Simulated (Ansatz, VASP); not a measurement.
# TiC: VASP beside Ansatz

Wanted: the spread between two codes on one cell, functional and k mesh. The cell is taken from a series of runs on this material, whose earlier steps may have relaxed, scaled, displaced or heated it; both programs get it as it stands.

Method: plane waves, with VASP 6.6.1 beside it; zone-centre phonons at PBEsol, in Ansatz 0.2.0.

### 1. The starting structure

The structure is tetragonal, space group I4/mmm (No. 139). The conventional cell has a = 3.157 Å, b = 3.157 Å, c = 4.223 Å, α = 90.00°, β = 90.00°, γ = 90.00°. C has 6 Ti at 2.11 to 2.23 Å nearest. Nearest to Ti lie 6 C at 2.11 to 2.23 Å. Farther neighbours are not listed.

### 2. VASP: zone-centre phonons, PBEsol

Second derivatives magnify differences that forces hide, and they need a tight electronic threshold.

Lines of VASP's logs that name or quote its potential files are left out, and so is its time.

Contents of INCAR:

```
SYSTEM = TiC
PREC = Accurate
ENCUT = 600
EDIFF = 1E-08
NELM = 120
ISMEAR = 1
SIGMA = 0.2
LREAL = .FALSE.
ALGO = Normal
GGA = PS
NBANDS = 14
LASPH = .TRUE.
LORBIT = 11
LWAVE = .FALSE.
LCHARG = .FALSE.
ISIF = 2
IBRION = 8
GGA_COMPAT = .FALSE.
KPAR = 2
```

Contents of POSCAR:

```
TiC
1.0
    0.0000000000      2.2323010498      2.1117492798
    2.2323010498      0.0000000000      2.1117492798
    2.2323010498      2.2323010498      0.0000000000
C Ti
1 1
Direct
    0.5000000000      0.5000000000      0.5000000000
    0.0000000000      0.0000000000      0.0000000000
```

Contents of KPOINTS:

```
Automatic mesh
0
Gamma
16 16 16
0 0 0
```

PAW data sets: C and Ti_sv (PBE family, release 64).

Run with:

```console
mpirun -np 2 vasp_std
```

Numbers of over 12 decimals in the logs are rounded to 6 here.

Output:

```text
[banner, memory and clock lines left out]
running    2 mpi-ranks, on    1 nodes
 distrk:  each k-point on    1 cores,    2 groups
 distr:  one band on    1 cores,    1 groups

 POSCAR found type information on POSCAR C Ti
 POSCAR found :  2 types and       2 ions
|                                                                             |
|               ----> ADVICE to this user running VASP <----                  |
|                                                                             |
|     You enforced a specific xc type in the INCAR file but a different       |
|     [... a line on the potential file left out ...]
|     I HOPE YOU KNOW WHAT YOU ARE DOING!                                     |
|                                                                             |

 LDA part: xc-table for (Slater+PW92), standard interpolation
 POSCAR, INCAR and KPOINTS ok, starting setup
 FFT: planning ... GRIDC
 FFT: planning ... GRID_SOFT
 FFT: planning ... GRID
 WAVECAR not read
 entering main loop
       N       E                     dE             d eps       ncg     rms          rms(c)
DAV:   1     0.127192518388E+03    0.12719E+03   -0.88904E+03  9772   0.150E+03
DAV:   2    -0.161218823284E+02   -0.14331E+03   -0.13548E+03 10282   0.370E+02
DAV:   3    -0.248288313120E+02   -0.87069E+01   -0.84892E+01 13196   0.876E+01
DAV:   4    -0.252020604619E+02   -0.37323E+00   -0.37291E+00 12150   0.165E+01
DAV:   5    -0.252114643633E+02   -0.94039E-02   -0.94032E-02 13326   0.230E+00    0.178E+01
DAV:   6    -0.204184610393E+02    0.47930E+01   -0.13386E+01 13908   0.597E+01    0.708E+00
DAV:   7    -0.197613238587E+02    0.65714E+00   -0.23470E+00 11956   0.228E+01    0.485E+00
DAV:   8    -0.197283347378E+02    0.32989E-01   -0.11781E-01 10908   0.375E+00    0.348E+00
DAV:   9    -0.197010055807E+02    0.27329E-01   -0.14308E-01 11622   0.518E+00    0.709E-01
DAV:  10    -0.197009471964E+02    0.58384E-04   -0.13179E-02 12902   0.133E+00    0.691E-01
DAV:  11    -0.196979416742E+02    0.30055E-02   -0.53890E-03 10722   0.111E+00    0.262E-01
DAV:  12    -0.196976843251E+02    0.25735E-03   -0.60172E-04 12308   0.348E-01    0.470E-02
DAV:  13    -0.196976727401E+02    0.11585E-04   -0.71543E-05 11350   0.960E-02    0.174E-02
DAV:  14    -0.196976701618E+02    0.25783E-05   -0.49558E-06 14624   0.337E-02    0.283E-03
DAV:  15    -0.196976700862E+02    0.75602E-07   -0.18274E-07 10580   0.477E-03    0.157E-03
DAV:  16    -0.196976700228E+02    0.63444E-07   -0.80588E-08 12876   0.532E-03    0.775E-04
DAV:  17    -0.196976700149E+02    0.79067E-08   -0.14577E-08  8994   0.224E-03
   1 F= -.19697670E+02 E0= -.19697783E+02  d E =0.337725E-03
 Linear response reoptimize wavefunctions to high precision
DAV:   1    -0.196976700157E+02   -0.84060E-09   -0.26118E-09  9860   0.436E-04
DAV:   2    -0.196976700157E+02    0.84128E-11   -0.66146E-11  5450   0.673E-05
 Linear response DOF=           4
 Linear response progress:
  Degree of freedom:   1/  4
       N       E                     dE             d eps       ncg     rms          rms(c)
RMM:   1    -0.121602758733E+00   -0.12160E+00   -0.30881E-02 38515   0.195E+00
RMM:   2    -0.114501111624E+00    0.71016E-02   -0.47376E-03 33332   0.489E-01    0.123E-01
RMM:   3    -0.115152520116E+00   -0.65141E-03   -0.16886E-03 35097   0.207E-01    0.584E-02
RMM:   4    -0.116041853415E+00   -0.88933E-03   -0.53242E-04 35815   0.123E-01    0.146E-02
RMM:   5    -0.116128641253E+00   -0.86788E-04   -0.11728E-04 40096   0.482E-02    0.218E-03
RMM:   6    -0.116124719511E+00    0.39217E-05   -0.15802E-05 40129   0.188E-02    0.123E-03
RMM:   7    -0.116119743064E+00    0.49764E-05   -0.30144E-06 40669   0.864E-03    0.638E-04
RMM:   8    -0.116122147882E+00   -0.24048E-05   -0.85822E-07 40911   0.412E-03    0.254E-04
RMM:   9    -0.116120424935E+00    0.17229E-05    0.26695E-08 41680   0.212E-03    0.106E-04
RMM:  10    -0.116120645693E+00   -0.22076E-06   -0.14240E-07 40836   0.112E-03    0.327E-05
RMM:  11    -0.116120534982E+00    0.11071E-06   -0.34735E-08 42608   0.609E-04    0.261E-05
RMM:  12    -0.116120652490E+00   -0.11751E-06   -0.12072E-07 40946   0.334E-04    0.310E-06
RMM:  13    -0.116120666349E+00   -0.13859E-07   -0.48961E-08 43857   0.185E-04    0.517E-06
RMM:  14    -0.116120669820E+00   -0.34708E-08   -0.34077E-08 42825   0.104E-04    0.580E-06
 first order change of Fermi-energy  -0.22400E-03
 force on displaced ion       1 direction 1 :  -6.822   0.000   0.000
 Linear response progress:
  Degree of freedom:   2/  4
       N       E                     dE             d eps       ncg     rms          rms(c)
RMM:   1    -0.126876334195E+00   -0.12688E+00   -0.44266E-02 20311   0.248E+00
RMM:   2    -0.117302623413E+00    0.95737E-02   -0.65830E-03 18896   0.598E-01    0.138E-01
RMM:   3    -0.118016484415E+00   -0.71386E-03   -0.22133E-03 19696   0.253E-01    0.649E-02
RMM:   4    -0.119040975477E+00   -0.10245E-02   -0.67651E-04 19862   0.149E-01    0.164E-02
RMM:   5    -0.119161629752E+00   -0.12065E-03   -0.16952E-04 22556   0.629E-02    0.384E-03
RMM:   6    -0.119174266040E+00   -0.12636E-04   -0.23153E-05 22400   0.265E-02    0.192E-03
RMM:   7    -0.119172875161E+00    0.13909E-05   -0.52750E-06 22705   0.127E-02    0.101E-03
RMM:   8    -0.119174181437E+00   -0.13063E-05   -0.19578E-06 22225   0.635E-03    0.362E-04
RMM:   9    -0.119171850959E+00    0.23305E-05   -0.85349E-07 23260   0.337E-03    0.173E-04
RMM:  10    -0.119172211713E+00   -0.36075E-06   -0.13655E-06 22116   0.177E-03    0.620E-05
RMM:  11    -0.119172067569E+00    0.14414E-06   -0.39119E-07 23194   0.936E-04    0.475E-05
RMM:  12    -0.119172092637E+00   -0.25068E-07   -0.12730E-07 23529   0.497E-04    0.278E-05
RMM:  13    -0.119172094255E+00   -0.16176E-08   -0.30599E-07 23189   0.269E-04    0.670E-06
RMM:  14    -0.119172134092E+00   -0.39838E-07   -0.95683E-08 23540   0.148E-04    0.175E-05
RMM:  15    -0.119172144808E+00   -0.10716E-07   -0.27864E-08 21916   0.862E-05    0.336E-06
RMM:  16    -0.119172147780E+00   -0.29713E-08   -0.50904E-09 24250   0.475E-05    0.299E-06
 first order change of Fermi-energy   0.25629E-03
 force on displaced ion       1 direction 3 :   0.000   0.000 -11.454
 Linear response progress:
  Degree of freedom:   3/  4
       N       E                     dE             d eps       ncg     rms          rms(c)
RMM:   1    -0.732848354227E+00   -0.73285E+00    0.29533E+00 17536   0.137E+02
RMM:   2    -0.709022976123E+00    0.23825E-01   -0.24306E-01 29654   0.494E+00    0.216E-01
RMM:   3    -0.706927704271E+00    0.20953E-02   -0.17854E-02 34873   0.114E+00    0.107E-01
RMM:   4    -0.706081867300E+00    0.84584E-03   -0.80905E-03 38350   0.523E-01    0.218E-02
RMM:   5    -0.706681887340E+00   -0.60002E-03   -0.12510E-03 40796   0.206E-01    0.113E-02
RMM:   6    -0.707073238424E+00   -0.39135E-03   -0.34076E-04 40898   0.899E-02    0.700E-03
RMM:   7    -0.707360661595E+00   -0.28742E-03   -0.70830E-05 38371   0.433E-02    0.205E-03
RMM:   8    -0.707474427457E+00   -0.11377E-03   -0.33731E-05 40687   0.239E-02    0.176E-03
RMM:   9    -0.707404360151E+00    0.70067E-04   -0.20108E-05 39542   0.137E-02    0.696E-04
RMM:  10    -0.707426685435E+00   -0.22325E-04   -0.15093E-05 41065   0.824E-03    0.247E-04
RMM:  11    -0.707439795474E+00   -0.13110E-04   -0.10756E-05 41725   0.542E-03    0.377E-05
RMM:  12    -0.707439459324E+00    0.33615E-06   -0.82404E-06 43222   0.377E-03    0.599E-05
RMM:  13    -0.707443020152E+00   -0.35608E-05   -0.64162E-06 39351   0.286E-03    0.973E-06
RMM:  14    -0.707442617174E+00    0.40298E-06   -0.47655E-06 42496   0.223E-03    0.323E-05
[...]
RMM:  30    -0.707445237903E+00   -0.22128E-09   -0.30761E-07 22126   0.224E-04    0.307E-06
RMM:  31    -0.707445259092E+00   -0.21189E-07   -0.25465E-07 29215   0.200E-04    0.392E-06
RMM:  32    -0.707445268494E+00   -0.94021E-08   -0.24710E-07 30624   0.179E-04    0.424E-06
RMM:  33    -0.707445265203E+00    0.32904E-08   -0.19796E-07 17998   0.160E-04    0.530E-06
RMM:  34    -0.707445274577E+00   -0.93733E-08   -0.17354E-07 21162   0.143E-04    0.576E-06
RMM:  35    -0.707445284587E+00   -0.10010E-07   -0.12582E-07 29995   0.128E-04    0.588E-06
RMM:  36    -0.707445285162E+00   -0.57513E-09   -0.12052E-07 17377   0.115E-04    0.672E-06
RMM:  37    -0.707445285011E+00    0.15125E-09   -0.96928E-08 18723   0.103E-04    0.744E-06
 first order change of Fermi-energy   0.29457E-03
 force on displaced ion       2 direction 1 :  -6.823   0.000   0.000
 Linear response progress:
  Degree of freedom:   4/  4
       N       E                     dE             d eps       ncg     rms          rms(c)
RMM:   1    -0.656036761893E+00   -0.65604E+00    0.10535E+01  9897   0.142E+02
RMM:   2    -0.632206812242E+00    0.23830E-01   -0.25250E-01 16621   0.496E+00    0.231E-01
RMM:   3    -0.629960192820E+00    0.22466E-02   -0.18695E-02 19406   0.115E+00    0.113E-01
RMM:   4    -0.628842403097E+00    0.11178E-02   -0.85910E-03 21106   0.529E-01    0.235E-02
RMM:   5    -0.629275776935E+00   -0.43337E-03   -0.14208E-03 22510   0.212E-01    0.125E-02
RMM:   6    -0.629576556205E+00   -0.30078E-03   -0.29310E-04 22443   0.863E-02    0.922E-03
RMM:   7    -0.629870619245E+00   -0.29406E-03   -0.61650E-05 20921   0.413E-02    0.313E-03
RMM:   8    -0.630007118586E+00   -0.13650E-03   -0.25181E-05 21725   0.224E-02    0.199E-03
RMM:   9    -0.629946155227E+00    0.60963E-04   -0.14082E-05 22225   0.118E-02    0.280E-04
RMM:  10    -0.629950490789E+00   -0.43356E-05   -0.11284E-05 23495   0.678E-03    0.227E-04
RMM:  11    -0.629960693576E+00   -0.10203E-04   -0.79873E-06 22895   0.427E-03    0.320E-05
RMM:  12    -0.629959387576E+00    0.13060E-05   -0.66269E-06 23682   0.293E-03    0.869E-05
RMM:  13    -0.629960320820E+00   -0.93324E-06   -0.53913E-06 23395   0.217E-03    0.887E-05
RMM:  14    -0.629960118309E+00    0.20251E-06   -0.42284E-06 22905   0.171E-03    0.112E-04
[...]
RMM:  24    -0.629965202813E+00   -0.18587E-06   -0.82239E-07 20765   0.423E-04    0.220E-06
RMM:  25    -0.629965207741E+00   -0.49277E-08   -0.75014E-07 22317   0.374E-04    0.433E-06
RMM:  26    -0.629965175426E+00    0.32314E-07   -0.68298E-07 21668   0.341E-04    0.127E-05
RMM:  27    -0.629965271331E+00   -0.95904E-07   -0.61715E-07 18628   0.301E-04    0.143E-05
RMM:  28    -0.629965294224E+00   -0.22893E-07   -0.53228E-07 19240   0.272E-04    0.197E-05
RMM:  29    -0.629965254482E+00    0.39741E-07   -0.44909E-07 17447   0.245E-04    0.184E-05
RMM:  30    -0.629965268371E+00   -0.13889E-07   -0.38485E-07 17003   0.219E-04    0.191E-05
RMM:  31    -0.629965286386E+00   -0.18015E-07   -0.35151E-07 11143   0.197E-04    0.212E-05
 first order change of Fermi-energy   0.54627E-04
 force on displaced ion       2 direction 3 :   0.000   0.000 -11.456
 Linear response finished
```

Parts of OUTCAR (step 2):

```text
ion  position               nearest neighbor table
   1  0.500  0.500  0.500-   2 2.11   2 2.11   2 2.23   2 2.23   2 2.23   2 2.23
   2  0.000  0.000  0.000-   1 2.11   1 2.11   1 2.23   1 2.23   1 2.23   1 2.23

  LATTYP: Found a body centered tetragonal cell.
 ALAT       =     3.1569504199
 C/A-ratio  =     1.3378412702

 Subroutine GETGRP returns: Found 16 space group operations
 (whereof 16 operations were pure point group operations)

The static configuration has the point symmetry D_4h.

 Found    349 irreducible k-points:

   k-points           NKPTS =    349   k-points in BZ     NKDIM =    349   number of bands    NBANDS=     14

   dimension x,y,z NGX =    28 NGY =   28 NGZ =   28
   dimension x,y,z NGXF=    56 NGYF=   56 NGZF=   56

   ENCUT  =  600.0 eV  44.10 Ry    6.64 a.u.   6.14  6.14  6.31*2*pi/ulx,y,z

   NELECT =      16.0000    total number of electrons

 k-points in reciprocal lattice and weights: Automatic mesh
   0.00000000  0.00000000  0.00000000       0.000
   0.06250000  0.00000000  0.00000000       0.002
   0.12500000  0.00000000  0.00000000       0.002
   0.18750000 -0.00000000  0.00000000       0.002
   0.25000000  0.00000000  0.00000000       0.002
   0.31250000  0.00000000  0.00000000       0.002
   0.37500000 -0.00000000  0.00000000       0.002
   0.43750000 -0.00000000  0.00000000       0.002
   0.50000000  0.00000000  0.00000000       0.001
[...]
-0.31250000  0.18750000  0.50000000       0.001
  -0.25000000  0.25000000  0.50000000       0.000

 average (electrostatic) potential at core
       1 -45.0675       2 -71.5061

  Total       -2.5929715     -2.5929715      0.0426643      0.0000000     -0.0000000     -0.0000000
  in kB     -197.3924059   -197.3924059      3.2478570      0.0000000     -0.0000000     -0.0000000
  external PRESSURE =    -130.5123183 kB  Pullay stress =       0.0000000 kB

  energy-cutoff  :      600.00
  volume of cell :       21.05
      direct lattice vectors                 reciprocal lattice vectors
     0.000000000  2.232301050  2.111749280    -0.223984126  0.223984126  0.236770532
     2.232301050  0.000000000  2.111749280     0.223984126 -0.223984126  0.236770532
     2.232301050  2.232301050  0.000000000     0.223984126  0.223984126 -0.236770532

 POSITION                                       TOTAL-FORCE (eV/Angst)
 -----------------------------------------------------------------------------------
      2.23230      2.23230      2.11175         0.000000      0.000000      0.000000
      0.00000      0.00000      0.00000         0.000000      0.000000      0.000000
 -----------------------------------------------------------------------------------
    total drift:                               -0.000000      0.000000      0.000000

 Eigenvectors and eigenvalues of the dynamical matrix
 ----------------------------------------------------

   1 f  =   17.074545 THz   107.282531 2PiTHz  569.545517 cm-1    70.614613 meV
             X         Y         Z           dx          dy          dz
      2.232301  2.232301  2.111749    -0.000000   -0.000000   -0.894104
      0.000000  0.000000  0.000000    -0.000000    0.000000    0.447860

   2 f  =   13.177394 THz    82.796009 2PiTHz  439.550554 cm-1    54.497298 meV
             X         Y         Z           dx          dy          dz
      2.232301  2.232301  2.111749     0.894107   -0.000000    0.000000
      0.000000  0.000000  0.000000    -0.447854    0.000000    0.000000

   3 f  =   13.177394 THz    82.796009 2PiTHz  439.550554 cm-1    54.497298 meV
             X         Y         Z           dx          dy          dz
      2.232301  2.232301  2.111749    -0.000000   -0.894107    0.000000
      0.000000  0.000000  0.000000    -0.000000    0.447854   -0.000000

   4 f/i=    0.000417 THz     0.002622 2PiTHz    0.013917 cm-1     0.001726 meV
             X         Y         Z           dx          dy          dz
      2.232301  2.232301  2.111749    -0.017627   -0.447507    0.000000
      0.000000  0.000000  0.000000    -0.035191   -0.893414    0.000000

   5 f/i=    0.000417 THz     0.002622 2PiTHz    0.013917 cm-1     0.001726 meV
             X         Y         Z           dx          dy          dz
      2.232301  2.232301  2.111749    -0.447507    0.017627   -0.000000
      0.000000  0.000000  0.000000    -0.893414    0.035191   -0.000000

   6 f/i=    0.000666 THz     0.004183 2PiTHz    0.022206 cm-1     0.002753 meV
             X         Y         Z           dx          dy          dz
      2.232301  2.232301  2.111749    -0.000000    0.000000    0.447860
      0.000000  0.000000  0.000000    -0.000000    0.000000    0.894104

 ELASTIC MODULI CONTR FROM IONIC RELAXATION (kBar)
 Direction    XX          YY          ZZ          XY          YZ          ZX
 --------------------------------------------------------------------------------
 XX           0.0000      0.0000      0.0000      0.0000      0.0000      0.0000
 YY           0.0000      0.0000      0.0000      0.0000      0.0000      0.0000
 ZZ           0.0000      0.0000      0.0000      0.0000      0.0000      0.0000
 XY           0.0000      0.0000      0.0000      0.0000      0.0000      0.0000
 YZ           0.0000      0.0000      0.0000      0.0000      0.0000      0.0000
 ZX           0.0000      0.0000      0.0000      0.0000      0.0000      0.0000
 --------------------------------------------------------------------------------
```

[end of part 1 of 2]

[Lines on the potential files, build, host, timing and source positions are cut from VASP's logs without a mark.]

[Logs are printed without paths, hosts, clocks, repeated set-up lines and the standing remarks that a program may print on its own settings, such as how far it seeks lower states.]

[Hosts, paths, dates, database ids (printed as entryN), source tags and the programs' standing remarks are cut or masked in the printed files.]
